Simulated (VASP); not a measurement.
# A VASP study of BN (Qingsongite) (SCAN): structure first, properties next, part 2 of 6

Aim: relax BN (Qingsongite) with SCAN, compute its properties on that cell and hold them against experiment. The start is a cell from a database of measured crystal structures.

VASP 6.6.1, plane waves and PAW; the level of theory is named at each step.

So far, gap on the k-mesh (eV): step 2 (relaxing cell and atoms (SCAN)) 5.08.

## (3) Density, ELF and potential (SCAN)

Level of this step: SCAN; plane waves and PAW (B, N) (VASP).

The relaxed cell gets a fresh self-consistent run, on a basis set for its own volume, to fix the density and to check the remaining stress.

The input, INCAR:

```
SYSTEM = BN
PREC = Accurate
ENCUT = 520
EDIFF = 1E-06
NELM = 100
ISMEAR = 0
SIGMA = 0.05
LREAL = .FALSE.
ALGO = Normal
METAGGA = SCAN
LASPH = .TRUE.
NBANDS = 10
LORBIT = 11
LWAVE = .FALSE.
LCHARG = .TRUE.
ISIF = 2
LELF = .TRUE.
LVHAR = .TRUE.
```

The input, POSCAR:

```
BN
1.0
    0.0000000000      1.8031657440      1.8031657440
    1.8031657440      0.0000000000      1.8031657440
    1.8031657440      1.8031657440      0.0000000000
B N
1 1
Direct
    0.0000000000      0.0000000000      0.0000000000
    0.2500000000      0.2500000000      0.2500000000
```

The input, KPOINTS:

```
Automatic mesh
0
Gamma
11 11 11
0 0 0
```

PAW data sets: B and N (PBE family, release 64).

Launch:

```
$ mpirun -np 2 vasp_std
```

Log:

```text
[banner, memory and clock lines left out]
running    2 mpi-ranks, on    1 nodes
 distrk:  each k-point on    2 cores,    1 groups
 distr:  one band on    1 cores,    2 groups

 POSCAR found type information on POSCAR B N
 POSCAR found :  2 types and       2 ions
 [... a notice as in an earlier step ...]

 LDA part: xc-table for (None), standard interpolation
 POSCAR, INCAR and KPOINTS ok, starting setup
 FFT: planning ... GRIDC
 FFT: planning ... GRID_SOFT
 FFT: planning ... GRID
 WAVECAR not read
 entering main loop
       N       E                     dE             d eps       ncg     rms          rms(c)
DAV:   1     0.727640675812E+01    0.72764E+01   -0.51668E+03  1128   0.812E+02
DAV:   2    -0.224755169817E+02   -0.29752E+02   -0.28726E+02  1354   0.178E+02
DAV:   3    -0.230073342851E+02   -0.53182E+00   -0.53070E+00  1320   0.218E+01
DAV:   4    -0.230080825022E+02   -0.74822E-03   -0.74820E-03  1228   0.837E-01
DAV:   5    -0.230080831945E+02   -0.69224E-06   -0.69227E-06  1296   0.271E-02    0.663E+00
DAV:   6    -0.194609276874E+02    0.35472E+01   -0.21275E+00  1128   0.955E+00    0.361E+00
DAV:   7    -0.195249862570E+02   -0.64059E-01   -0.32865E-01  1164   0.486E+00    0.195E+00
DAV:   8    -0.195435313490E+02   -0.18545E-01   -0.67490E-02  1196   0.200E+00    0.210E-01
DAV:   9    -0.195428807939E+02    0.65056E-03   -0.73473E-03  1352   0.634E-01    0.111E-01
DAV:  10    -0.195429800367E+02   -0.99243E-04   -0.44992E-04  1234   0.205E-01    0.383E-02
DAV:  11    -0.195429631456E+02    0.16891E-04   -0.71552E-05  1260   0.625E-02    0.862E-03
DAV:  12    -0.195429630473E+02    0.98328E-07   -0.16160E-06  1108   0.140E-02
   1 F= -.19542963E+02 E0= -.19542963E+02  d E =-.149156E-11
```

Elapsed: 7 s, on 2 MPI ranks of Intel Xeon 6975P-C (Granite Rapids), shared host; peak memory 0.21 GiB; 13 s of CPU time.

From OUTCAR (step 3):

```text
  LATTYP: Found a face centered cubic cell.
 ALAT       =     3.6063314880

The static configuration has the point symmetry T_d .

 Found     56 irreducible k-points:

   ENCUT  =  520.0 eV  38.22 Ry    6.18 a.u.   4.74  4.74  4.74*2*pi/ulx,y,z

   NELECT =       8.0000    total number of electrons

 E-fermi :   7.5018

 k-point     1 :       0.0000    0.0000    0.0000
  band No.  band energies     occupation
      1     -14.1147      2.00000
      2       7.2922      2.00000
      3       7.2922      2.00000
      4       7.2922      2.00000
      5      16.8148      0.00000
      6      16.8148      0.00000
      7      16.8148      0.00000
      8      18.4433      0.00000
      9      33.5412      0.00000
    ...

 k-point     2 :       0.0909    0.0000    0.0000
  band No.  band energies     occupation
      1     -13.9056      2.00000
      2       6.1672      2.00000
      3       7.0706      2.00000
      4       7.0706      2.00000
      5      17.0801      0.00000
      6      17.1559      0.00000
      7      17.1559      0.00000
      8      19.1380      0.00000
      9      33.2741      0.00000
    ...

  Total        0.0095323      0.0095323      0.0095323      0.0000000     -0.0000000      0.0000000
  in kB        1.3024803      1.3024803      1.3024803      0.0000000     -0.0000000      0.0000000
  external PRESSURE =       1.3024803 kB  Pullay stress =       0.0000000 kB

  energy-cutoff  :      520.00
  volume of cell :       11.73
      direct lattice vectors                 reciprocal lattice vectors
     0.000000000  1.803165744  1.803165744    -0.277290095  0.277290095  0.277290095
     1.803165744  0.000000000  1.803165744     0.277290095 -0.277290095  0.277290095
     1.803165744  1.803165744  0.000000000     0.277290095  0.277290095 -0.277290095

 POSITION                                       TOTAL-FORCE (eV/Angst)
 -----------------------------------------------------------------------------------
      0.00000      0.00000      0.00000         0.000000      0.000000      0.000000
      0.90158      0.90158      0.90158        -0.000000     -0.000000     -0.000000
 -----------------------------------------------------------------------------------
    total drift:                               -0.000001     -0.000001     -0.000001

  FREE ENERGIE OF THE ION-ELECTRON SYSTEM (eV)
  ---------------------------------------------------
  free  energy   TOTEN  =       -19.5429630473 eV

  energy  without entropy=      -19.5429630473  energy(sigma->0) =      -19.54296305

[... 5 parts as in an earlier step ...]

[... 6 further parts left out ...]
```

Numbers from this step:

```
electronic steps : 12
pressure         : 0.1302 GPa
```

Valence electrons inside each PAW sphere by angular momentum. Sphere charges, by row:

```tsv
atom	s (e)	p (e)	d (e)	tot (e)
B1	0.686	1.352	0	2.037
N2	1.233	2.802	0	4.034
```

Electrostatic potential energy in the ac plane of a cell with a along [110], b along [-110] and c along [001] of the cube at fractional y = 0.000, with atoms of B and N within 0.2 Å of it. With pseudopotentials it is smooth inside the atoms' cores, unlike the true potential.

Ten even steps from '0' (-44 eV) to '9' (3 eV), each cell a mean:
```
54656545465654
67200666720066
98100699810069
99745999974599
99999999999999
99999999999999
89999988999998
46899744689974
83798558379855
```
Columns run along a (5.1 Å; values clipped at the 3rd and 97th percentile), rows up along c (3.6 Å), edges of the conventional cell, whose origin can differ from the input's. Atoms in or near the plane, at fractional coordinates: B at (0.50, 0.00), B at (0.00, 0.00), N at (0.75, 0.75), N at (0.25, 0.75).

ELF in the ac plane of a cell with a along [110], b along [-110] and c along [001] of the cube at fractional y = 0.000, with atoms of B and N within 0.2 Å of it. It is the smooth field of the valence electrons, not physical close to the nuclei.

Ten even steps from '_' (0.03) to '@' (0.86), each cell a mean:
```
::%%@@%%@@@@==::%%@@%%@@@@==
==@@@@++##@@##==@@@@++##@@##
::**##==**%%==::**##==**%%==
__--##%%%%++..__--##%%%%++..
____--++==..______--++==..__
____________________________
--..______..::--..______..::
--::..__..::----::..__..::--
__--++++++==..__--++++++==..
```
Columns run along a (5.1 Å), rows up along c (3.6 Å), edges of the conventional cell, whose origin can differ from the input's. Atoms in or near the plane, at fractional coordinates: B at (0.50, 0.00), B at (0.00, 0.00), N at (0.75, 0.75), N at (0.25, 0.75).

Valence density in the ac plane of a cell with a along [110], b along [-110] and c along [001] of the cube at fractional y = 0.000, with atoms of B and N within 0.2 Å of it. It is the smooth field of the valence electrons, not physical close to the nuclei.

Values in e/Å³, 9 rows by 14 columns, each cell a mean:
```
0.6 1.0 1.4 1.7 1.6 1.2 0.8 0.6 1.0 1.4 1.7 1.6 1.2 0.8
0.6 1.1 2.5 3.5 3.2 1.7 0.8 0.6 1.1 2.5 3.5 3.2 1.7 0.8
0.3 0.8 2.3 3.5 3.0 1.3 0.4 0.3 0.8 2.3 3.5 3.0 1.3 0.4
0.1 0.4 1.0 1.8 1.4 0.6 0.2 0.1 0.4 1.0 1.8 1.4 0.6 0.2
0.1 0.2 0.3 0.5 0.4 0.2 0.1 0.1 0.2 0.3 0.5 0.4 0.2 0.1
0.2 0.1 0.1 0.1 0.1 0.1 0.2 0.2 0.1 0.1 0.1 0.1 0.1 0.2
0.4 0.3 0.1 0.1 0.1 0.2 0.3 0.4 0.3 0.1 0.1 0.1 0.2 0.3
0.6 0.4 0.2 0.1 0.2 0.3 0.5 0.6 0.4 0.2 0.1 0.2 0.3 0.5
0.4 0.6 0.5 0.4 0.5 0.6 0.5 0.4 0.6 0.5 0.4 0.5 0.6 0.5
```
Columns run along a (5.1 Å), rows up along c (3.6 Å), edges of the conventional cell, whose origin can differ from the input's. Atoms in or near the plane, at fractional coordinates: B at (0.50, 0.00), B at (0.00, 0.00), N at (0.75, 0.75), N at (0.25, 0.75).

In this run the pressure is 0.13 GPa, small enough to go on.

## (4) Band structure (SCAN)

The mesh alone shows little of the dispersion and can miss band extrema, so KPOINTS_OPT adds a path through the symmetry points after the self-consistent cycle.

The input, INCAR:

```
SYSTEM = BN
PREC = Accurate
ENCUT = 520
EDIFF = 1E-06
NELM = 100
ISMEAR = 0
SIGMA = 0.05
LREAL = .FALSE.
ALGO = Normal
METAGGA = SCAN
LASPH = .TRUE.
NBANDS = 16
LORBIT = 11
LWAVE = .FALSE.
LCHARG = .FALSE.
KPAR = 2
```

POSCAR is that of step 3.

KPOINTS is that of step 3.

The input, KPOINTS_OPT:

```
Line mode
16
Line-mode
Reciprocal
  0.00000000   0.00000000   0.00000000 GAMMA
  0.50000000   0.00000000   0.50000000 X

  0.50000000   0.00000000   0.50000000 X
  0.50000000   0.25000000   0.75000000 W

  0.50000000   0.25000000   0.75000000 W
  0.37500000   0.37500000   0.75000000 K

  0.37500000   0.37500000   0.75000000 K
  0.00000000   0.00000000   0.00000000 GAMMA

  0.00000000   0.00000000   0.00000000 GAMMA
  0.50000000   0.50000000   0.50000000 L

  0.50000000   0.50000000   0.50000000 L
  0.62500000   0.25000000   0.62500000 U

  0.62500000   0.25000000   0.62500000 U
  0.50000000   0.25000000   0.75000000 W

  0.50000000   0.25000000   0.75000000 W
  0.50000000   0.50000000   0.50000000 L

  0.50000000   0.50000000   0.50000000 L
  0.37500000   0.37500000   0.75000000 K

  0.62500000   0.25000000   0.62500000 U
  0.50000000   0.00000000   0.50000000 X
```

Launch:

```
$ mpirun -np 2 vasp_std
```

Log:

```text
[banner, memory and clock lines left out]
running    2 mpi-ranks, on    1 nodes
 distrk:  each k-point on    1 cores,    2 groups
 distr:  one band on    1 cores,    1 groups

 POSCAR found type information on POSCAR B N
 POSCAR found :  2 types and       2 ions
 [... a notice as in an earlier step ...]

 LDA part: xc-table for (None), standard interpolation
 POSCAR, INCAR and KPOINTS ok, starting setup
 FFT: planning ... GRIDC
 FFT: planning ... GRID_SOFT
 FFT: planning ... GRID
 WAVECAR not read
 entering main loop
       N       E                     dE             d eps       ncg     rms          rms(c)
DAV:   1     0.953097826946E+01    0.95310E+01   -0.46001E+03  1832   0.506E+02
DAV:   2    -0.225536352612E+02   -0.32085E+02   -0.31185E+02  2384   0.142E+02
DAV:   3    -0.230077833025E+02   -0.45415E+00   -0.45399E+00  1976   0.138E+01
DAV:   4    -0.230080830007E+02   -0.29970E-03   -0.29970E-03  2408   0.408E-01
DAV:   5    -0.230080831954E+02   -0.19462E-06   -0.19463E-06  1984   0.974E-03    0.663E+00
DAV:   6    -0.194606131446E+02    0.35475E+01   -0.18157E+00  2016   0.597E+00    0.360E+00
DAV:   7    -0.195251831821E+02   -0.64570E-01   -0.26741E-01  1968   0.306E+00    0.194E+00
DAV:   8    -0.195434289982E+02   -0.18246E-01   -0.62053E-02  2104   0.130E+00    0.216E-01
DAV:   9    -0.195428763705E+02    0.55263E-03   -0.61090E-03  2264   0.394E-01    0.124E-01
DAV:  10    -0.195429750708E+02   -0.98700E-04   -0.49881E-04  2008   0.139E-01    0.323E-02
DAV:  11    -0.195429616743E+02    0.13397E-04   -0.42281E-05  2440   0.343E-02    0.905E-03
DAV:  12    -0.195429630935E+02   -0.14193E-05   -0.86209E-07  1600   0.705E-03    0.131E-03
DAV:  13    -0.195429625412E+02    0.55230E-06   -0.18881E-07  1136   0.225E-03
   1 F= -.19542963E+02 E0= -.19542963E+02  d E =-.116817E-17
 Start KPOINTS_OPT (optional k-point list driver)
k-point batch [1-56\160]
       N       E                     dE             ncg
DAV:   1     0.127148124832E+04   -0.20799E+05     1824
DAV:   2    -0.535493924445E+03   -0.18070E+04     2352
DAV:   3    -0.562065231202E+03   -0.26571E+02     2176
DAV:   4    -0.562079189687E+03   -0.13958E-01     2280
DAV:   5    -0.562079196348E+03   -0.66618E-05     2192
DAV:   6    -0.562079196356E+03   -0.78721E-08     1792
[...]
k-point batch [113-160\160]
       N       E                     dE             ncg
DAV:   1     0.456611154845E+04   -0.19724E+05     1552
DAV:   2     0.304916003828E+04   -0.15170E+04     2064
DAV:   3     0.302848699363E+04   -0.20673E+02     1840
DAV:   4     0.302847598436E+04   -0.11009E-01     2064
DAV:   5     0.302847597899E+04   -0.53682E-05     1840
DAV:   6     0.302847597898E+04   -0.26994E-08     1664
```

It took 20 s on 2 MPI ranks; peak memory 0.24 GiB; 39 s of CPU time.

Parts of OUTCAR (step 4):

```text
The static configuration has the point symmetry T_d .

 Found     56 irreducible k-points:

   k-points           NKPTS =     56   k-points in BZ     NKDIM =     56   number of bands    NBANDS=     16

   NELECT =       8.0000    total number of electrons

 E-fermi :   7.5733

 k-point     1 :       0.0000    0.0000    0.0000
  band No.  band energies     occupation
      1     -14.1147      2.00000
      2       7.2921      2.00000
      3       7.2921      2.00000
      4       7.2921      2.00000
      5      16.8151      0.00000
      6      16.8151      0.00000
      7      16.8151      0.00000
      8      18.4436      0.00000
      9      33.5413      0.00000
    ...

 k-point     2 :       0.0909    0.0000    0.0000
  band No.  band energies     occupation
      1     -13.9056      2.00000
      2       6.1671      2.00000
      3       7.0705      2.00000
      4       7.0705      2.00000
      5      17.0804      0.00000
      6      17.1562      0.00000
      7      17.1562      0.00000
      8      19.1383      0.00000
      9      33.2743      0.00000
    ...

  Total        0.0101411      0.0101411      0.0101411      0.0000000     -0.0000000     -0.0000000
  in kB        1.3856722      1.3856722      1.3856722      0.0000000     -0.0000000     -0.0000000
  external PRESSURE =       1.3856722 kB  Pullay stress =       0.0000000 kB

 POSITION                                       TOTAL-FORCE (eV/Angst)
 -----------------------------------------------------------------------------------
      0.00000      0.00000      0.00000        -0.000000      0.000000      0.000000
      0.90158      0.90158      0.90158         0.000000     -0.000000     -0.000000
 -----------------------------------------------------------------------------------
    total drift:                               -0.000001     -0.000001     -0.000001

  FREE ENERGIE OF THE ION-ELECTRON SYSTEM (eV)
  ---------------------------------------------------
  free  energy   TOTEN  =       -19.5429625412 eV

  energy  without entropy=      -19.5429625412  energy(sigma->0) =      -19.54296254

 total charge
# of ion       s       p       d       tot
------------------------------------------
    1        0.686   1.351   0.000   2.037
    2        1.233   2.802   0.000   4.034
--------------------------------------------------
tot          1.919   4.153   0.000   6.072

[... 7 parts as in an earlier step ...]

[... 5 further parts left out ...]
```

This step gave:

```
electronic steps                  : 13
bands                             : 16
Fermi energy                      : 7.573 eV
pressure                          : 0.1386 GPa
least gap on mesh and path        : 4.970 eV
least direct gap on mesh and path : 9.523 eV
conduction bottom at k            : 0.5, 0, 0.5
```

The electronic bands at the labelled points (eV, zero at the valence-band top; v1 is the highest filled band, c1 the lowest empty one):

```tsv
point	v3	v2	v1	c1	c2	c3	c4
Γ	0.00	0.00	0.00	9.52	9.52	9.52	11.15
0.53 of the way	-4.66	-3.39	-3.39	7.18	12.07	14.93	14.93
X	-9.37	-5.14	-5.14	4.97	9.86	19.32	19.32
0.53 of the way	-8.88	-6.09	-6.08	7.37	11.85	17.23	18.63
W	-8.02	-7.26	-6.74	10.36	14.29	15.50	15.66
0.47 of the way	-8.35	-7.69	-5.43	9.00	14.02	15.56	17.48
K	-8.56	-7.96	-4.27	7.51	13.75	17.01	17.96
0.47 of the way	-6.48	-4.47	-1.36	11.34	11.79	12.40	14.71
Γ	0.00	0.00	0.00	9.52	9.52	9.52	11.15
0.47 of the way	-5.24	-1.08	-1.08	10.33	11.02	11.02	14.35
L	-11.15	-2.03	-2.03	10.86	11.48	11.48	16.45
0.47 of the way	-10.47	-4.40	-2.89	9.74	13.32	13.44	16.80
U	-8.56	-7.96	-4.27	7.51	13.75	17.01	17.96
0.53 of the way	-8.35	-7.69	-5.43	9.00	14.02	15.56	17.48
W	-8.02	-7.26	-6.74	10.36	14.29	15.50	15.66
0.47 of the way	-9.98	-5.35	-3.81	10.30	12.10	15.69	17.04
L	-11.15	-2.03	-2.03	10.86	11.48	11.48	16.45
0.53 of the way	-10.27	-4.96	-3.09	9.41	13.88	13.94	16.73
K	-8.56	-7.96	-4.27	7.51	13.75	17.01	17.96
jump to U	-8.56	-7.96	-4.27	7.51	13.75	17.01	17.96
0.47 of the way	-9.12	-6.35	-4.88	6.06	11.01	18.57	18.85
X	-9.37	-5.14	-5.14	4.97	9.86	19.32	19.32
```

Of the projections kept (B, N), the largest for each band there; the rest of the weight can lie on other orbitals:

```tsv
point	v3	v2	v1	c1	c2	c3	c4
Γ	N 0.86	N 0.86	N 0.86	B 0.93	B 0.93	B 0.93	N 0.73
X	N 0.54	N 0.62	N 0.62	B 0.59	B 0.90	B 0.55	B 0.55
W	B 0.51	N 0.65	N 0.54	N 0.87	B 0.74	B 1.00	B 0.50
K	N 0.51	N 0.58	N 0.64	B 0.57	B 0.57	B 0.60	B 0.62
Γ	N 0.86	N 0.86	N 0.86	B 0.93	B 0.93	B 0.93	N 0.73
L	B 0.50	N 0.72	N 0.72	B 0.61	B 0.79	B 0.79	N 0.80
```

The electronic bands as a text plot (rows in eV, shown from -8.0 to 11.0 only):

```
   10.6 | +    +      +     + +++   ++++++++      +++++ +++    +
    9.8 |+      +++  +     +    +++++       +    +         +    +
    9.0 | ++           +  +                  +
    8.2 |   +       +    +                    + +           +
    7.4 |    +          +                      +             +
    6.6 |     +    +                                          +
    5.8 |      +                                               +
    5.0 |       +++                                             +
    4.3 |
    3.5 |
    2.7 |
    1.9 |
    1.1 |
    0.3 |                        **
   -0.5 |**                   **** ***
   -1.3 | **                 *  *     **
   -2.1 |   *               *  *    *   ****           ***
   -2.9 |   *              *  *            **         ** ***
   -3.7 |    **          **    *             **      **   * *
   -4.4 |    * *        *    **      *      *  *    **       **
   -5.2 |     * ***    *                        *  *       *   **
   -6.0 |          **       *         *      *   *  *          *
   -6.8 |           ***    * *                    **        *
   -7.6 |      *      ***** *                 *****          **
         Γ       X    W  K        Γ      L     U  W     L   K|U X
```

The path lowers the gap by 0.11 eV against the mesh alone, so a band edge lies off the mesh.

On this path the gap is indirect, 4.97 eV, with the valence top at Γ and the conduction bottom at X. The least direct gap is 9.52 eV.

(Continued in part 3 of 6.)

[Lines on the potential files, build, host, timing and source positions are cut from VASP's logs without a mark.]

[Logs are printed without paths, hosts, clocks, repeated set-up lines and the standing remarks that a program may print on its own settings, such as how far it seeks lower states.]

[Hosts, paths, dates, database ids (printed as entryN), source tags and the programs' standing remarks are cut or masked in the printed files.]

[A measured line is paired with the nearest computed mode of its activity, which favours agreement.]
